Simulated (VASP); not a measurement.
Given:

```yaml
crystal:
  lattice:
    - [4.41060, 0.00000, 0.00000]
    - [0.00000, 4.41060, 0.00000]
    - [0.00000, 0.00000, 2.86213]
  atoms:
    - { symbol: Mn, position: [0.00000, 0.00000, 0.00000], spin: 2.4 }
    - { symbol: Mn, position: [0.50000, 0.50000, 0.50000], spin: -2.4 }
    - { symbol: O, position: [0.30356, 0.30356, 0.00000], spin: -0.1 }
    - { symbol: O, position: [0.80356, 0.19644, 0.50000], spin: 0.1 }
    - { symbol: O, position: [0.19644, 0.80356, 0.50000], spin: 0.1 }
    - { symbol: O, position: [0.69644, 0.69644, 0.00000], spin: -0.1 }
```

Calculation: optB88-vdW, VASP's PBE PAW potentials (set 64) (plane waves; VASP). Settings: 520 eV cut-off, Gaussian smearing of 0.050 eV, potentials Mn_pv O.

Q: Give the spin-up energies of bands 16 to 29 at the high-symmetry points, in eV from the Fermi level.

A: 
| band | Γ | Y | C0 | Z | A0 | T | S | R |
|---|---|---|---|---|---|---|---|---|
| 16 | -3.94 | -4.01 | -4.01 | -4.90 | -4.82 | -4.82 | -4.67 | -4.94 |
| 17 | -3.87 | -3.89 | -3.89 | -4.54 | -4.52 | -4.52 | -4.44 | -3.84 |
| 18 | -3.36 | -3.04 | -3.04 | -4.10 | -4.06 | -4.06 | -4.10 | -3.81 |
| 19 | -2.25 | -2.47 | -2.47 | -3.95 | -3.11 | -3.11 | -3.49 | -3.64 |
| 20 | -2.18 | -2.44 | -2.44 | -3.36 | -2.19 | -2.19 | -2.80 | -3.51 |
| 21 | -1.58 | -2.31 | -2.31 | -2.86 | -2.04 | -2.04 | -1.86 | -1.94 |
| 22 | -1.54 | -2.15 | -2.15 | -2.48 | -1.91 | -1.91 | -1.42 | -1.84 |
| 23 | -1.12 | -2.05 | -2.05 | -1.90 | -1.50 | -1.50 | -1.39 | -1.68 |
| 24 | -1.06 | -2.02 | -2.02 | -0.77 | -0.70 | -0.70 | -1.19 | -1.67 |
| 25 | -0.42 | -0.31 | -0.31 | -0.01 | -0.60 | -0.60 | -0.48 | -1.17 |
| 26 | -0.23 | 0.21 | 0.21 | 1.05 | 0.89 | 0.89 | 0.70 | 0.80 |
| 27 | 0.27 | 0.27 | 0.27 | 1.19 | 1.09 | 1.09 | 1.05 | 1.21 |
| 28 | 1.14 | 2.03 | 2.03 | 1.62 | 1.39 | 1.39 | 1.66 | 1.24 |
| 29 | 1.85 | 2.23 | 2.23 | 1.94 | 1.97 | 1.97 | 2.45 | 1.33 |

Q: Give the spin-down energies of bands 16 to 29 at the high-symmetry points, in eV from the Fermi level.

A: 
| band | Γ | Y | C0 | Z | A0 | T | S | R |
|---|---|---|---|---|---|---|---|---|
| 16 | -3.94 | -4.01 | -4.01 | -4.90 | -4.82 | -4.82 | -4.67 | -4.94 |
| 17 | -3.87 | -3.89 | -3.89 | -4.54 | -4.52 | -4.52 | -4.44 | -3.84 |
| 18 | -3.36 | -3.04 | -3.04 | -4.10 | -4.06 | -4.06 | -4.10 | -3.81 |
| 19 | -2.25 | -2.47 | -2.47 | -3.95 | -3.11 | -3.11 | -3.49 | -3.64 |
| 20 | -2.18 | -2.44 | -2.44 | -3.36 | -2.19 | -2.19 | -2.80 | -3.51 |
| 21 | -1.58 | -2.31 | -2.31 | -2.86 | -2.04 | -2.04 | -1.86 | -1.94 |
| 22 | -1.54 | -2.15 | -2.15 | -2.48 | -1.91 | -1.91 | -1.42 | -1.84 |
| 23 | -1.12 | -2.05 | -2.05 | -1.90 | -1.50 | -1.50 | -1.39 | -1.68 |
| 24 | -1.06 | -2.02 | -2.02 | -0.77 | -0.70 | -0.70 | -1.19 | -1.67 |
| 25 | -0.42 | -0.31 | -0.31 | -0.01 | -0.60 | -0.60 | -0.48 | -1.17 |
| 26 | -0.23 | 0.21 | 0.21 | 1.05 | 0.89 | 0.89 | 0.70 | 0.80 |
| 27 | 0.27 | 0.27 | 0.27 | 1.19 | 1.09 | 1.09 | 1.05 | 1.21 |
| 28 | 1.14 | 2.03 | 2.03 | 1.62 | 1.39 | 1.39 | 1.66 | 1.24 |
| 29 | 1.85 | 2.23 | 2.23 | 1.94 | 1.97 | 1.97 | 2.45 | 1.33 |

It has no gap at this level: it comes out as a metal or semimetal.

The compound is MnO2 in the rutile structure. It was relaxed first.
